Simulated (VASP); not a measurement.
Calculation: r2SCAN+rVV10, VASP's PBE PAW potentials (set 64) (plane waves; VASP).

A VASP calculation is set up with these files.

File POSCAR:
```
Au
1.0
  0.0000000000   2.0400000000   2.0400000000
  2.0400000000   0.0000000000   2.0400000000
  2.0400000000   2.0400000000   0.0000000000
Au
1
Cart
  0.0000000000   0.0000000000   0.0000000000
```

### INCAR
```
ALGO = Normal
BPARAM = 11.95
CPARAM = 0.0093
EDIFF = 1E-6
EDIFFG = -0.01
ENCUT = 520
IBRION = 2
ISIF = 3
ISMEAR = 1
LASPH = T
LCHARG = F
LMAXMIX = 6
LMIXTAU = T
LREAL = F
LUSE_VDW = T
LWAVE = F
METAGGA = R2SCAN
NELM = 100
NSW = 60
PREC = Accurate
SIGMA = 0.1
SYSTEM = Au
```

KPOINTS:
```
Automatic mesh
0
Gamma
14 14 14
0 0 0
```

POTCAR, in this order: Au (PBE.64 set). Program: vasp_std.

The resulting files:

**OSZICAR**
```
       N       E                     dE             d eps       ncg     rms          rms(c)
DAV:   1    -0.621622359965E+01   -0.62162E+01   -0.60943E+03  2049   0.113E+03
DAV:   2    -0.539481838150E+02   -0.47732E+02   -0.45120E+02  1940   0.205E+02
DAV:   3    -0.543580633824E+02   -0.40988E+00   -0.40949E+00  2220   0.203E+01
DAV:   4    -0.543595159061E+02   -0.14525E-02   -0.14525E-02  2124   0.120E+00
DAV:   5    -0.543595276409E+02   -0.11735E-04   -0.11735E-04  2185   0.104E-01    0.999E+00
DAV:   6    -0.500430876253E+02    0.43164E+01   -0.51881E+00  1911   0.224E+01    0.681E+00
DAV:   7    -0.503206516321E+02   -0.27756E+00   -0.47908E-01  1874   0.508E+00    0.428E+00
DAV:   8    -0.503528246458E+02   -0.32173E-01   -0.12229E-01  1905   0.259E+00    0.623E-01
DAV:   9    -0.503775226242E+02   -0.24698E-01   -0.23597E-02  1927   0.119E+00    0.747E-02
DAV:  10    -0.503780502981E+02   -0.52767E-03   -0.20145E-03  1910   0.404E-01    0.661E-02
DAV:  11    -0.503783102153E+02   -0.25992E-03   -0.48501E-04  2038   0.196E-01    0.246E-02
DAV:  12    -0.503784269432E+02   -0.11673E-03   -0.73188E-05  1915   0.819E-02    0.109E-02
DAV:  13    -0.503784522649E+02   -0.25322E-04   -0.29693E-05  2049   0.562E-02    0.166E-03
DAV:  14    -0.503784529500E+02   -0.68511E-06   -0.52958E-06  2045   0.174E-02
   1 F= -.50378453E+02 E0= -.50378657E+02  d E =-.503785E+02
       N       E                     dE             d eps       ncg     rms          rms(c)
DAV:   1    -0.507572099717E+02   -0.37876E+00   -0.83597E+00  1909   0.328E+01    0.397E+00
DAV:   2    -0.503460733505E+02    0.41114E+00   -0.14696E+00  1896   0.110E+01    0.158E+00
DAV:   3    -0.503690856566E+02   -0.23012E-01   -0.41813E-02  1884   0.228E+00    0.146E+00
DAV:   4    -0.503324620696E+02    0.36624E-01   -0.16355E-01  1936   0.300E+00    0.625E-01
DAV:   5    -0.503718401419E+02   -0.39378E-01   -0.70624E-02  1894   0.213E+00    0.776E-02
DAV:   6    -0.503719970685E+02   -0.15693E-03   -0.93306E-04  1912   0.333E-01    0.150E-02
DAV:   7    -0.503721800419E+02   -0.18297E-03   -0.80861E-05  1881   0.120E-01    0.774E-03
DAV:   8    -0.503721886210E+02   -0.85791E-05   -0.15655E-06  1979   0.185E-02    0.364E-03
DAV:   9    -0.503721906234E+02   -0.20024E-05   -0.20230E-06  1008   0.140E-02    0.174E-03
DAV:  10    -0.503721900524E+02    0.57097E-06   -0.32228E-08   939   0.232E-03
   2 F= -.50372190E+02 E0= -.50372225E+02  d E =0.626290E-02
       N       E                     dE             d eps       ncg     rms          rms(c)
DAV:   1    -0.505316116022E+02   -0.15942E+00   -0.31956E+00  1918   0.201E+01    0.232E+00
DAV:   2    -0.503759796116E+02    0.15563E+00   -0.60735E-01  1898   0.700E+00    0.691E-01
DAV:   3    -0.503805486633E+02   -0.45691E-02   -0.13877E-02  1908   0.134E+00    0.688E-01
DAV:   4    -0.503814881763E+02   -0.93951E-03   -0.16681E-02  1894   0.930E-01    0.322E-01
DAV:   5    -0.503823837404E+02   -0.89556E-03   -0.28182E-03  1884   0.512E-01    0.440E-02
DAV:   6    -0.503825159806E+02   -0.13224E-03   -0.36109E-04  1982   0.242E-01    0.170E-02
DAV:   7    -0.503825750487E+02   -0.59068E-04   -0.24825E-05  1911   0.632E-02    0.101E-02
DAV:   8    -0.503825816340E+02   -0.65853E-05   -0.90367E-06  1931   0.326E-02    0.113E-03
DAV:   9    -0.503825811294E+02    0.50463E-06   -0.14177E-07   936   0.513E-03
   3 F= -.50382581E+02 E0= -.50382783E+02  d E =-.412818E-02
```

**OUTCAR**
```
------------------------ aborting loop because EDIFF is reached ----------------------------------------
  FORCE on cell =-STRESS in cart. coord.  units (eV):
  Direction    XX          YY          ZZ          XY          YZ          ZX
  --------------------------------------------------------------------------------------
  Total       -0.0017069     -0.0017069     -0.0017069      0.0000000     -0.0000000      0.0000000
  in kB       -0.1576439     -0.1576439     -0.1576439      0.0000000     -0.0000000      0.0000000
  external PRESSURE =      -0.1576439 kB  Pullay stress =       0.0000000 kB
  volume of cell :       17.35
      direct lattice vectors                 reciprocal lattice vectors
     0.000000000  2.054643441  2.054643441    -0.243351226  0.243351226  0.243351226
     2.054643441  0.000000000  2.054643441     0.243351226 -0.243351226  0.243351226
     2.054643441  2.054643441 -0.000000000     0.243351226  0.243351226 -0.243351226
 POSITION                                       TOTAL-FORCE (eV/Angst)
 -----------------------------------------------------------------------------------
      0.00000      0.00000      0.00000         0.000000     -0.000000     -0.000000
 -----------------------------------------------------------------------------------
    total drift:                               -0.000000     -0.000000      0.000000
  FREE ENERGIE OF THE ION-ELECTRON SYSTEM (eV)
  ---------------------------------------------------
  free  energy   TOTEN  =       -50.3825811294 eV

  energy  without entropy=      -50.3831863586  energy(sigma->0) =      -50.38278287

 reached required accuracy - stopping structural energy minimisation
```
(Selected blocks of OUTCAR.)

File CONTCAR:
```
Au
   1.00000000000000
     0.0000000000000000    2.0546434409990959    2.0546434409990959
     2.0546434409990959    0.0000000000000000    2.0546434409990959
     2.0546434409990959    2.0546434409990959   -0.0000000000000000
  Au
     1
Direct
     0.0000000000000000    0.0000000000000000    0.0000000000000000
```

Energy and stress use the plane-wave basis of the starting cell.

The compound is Au in the fcc structure. This run relaxes it. Symmetry was kept, so distortions that lower it aren't found.
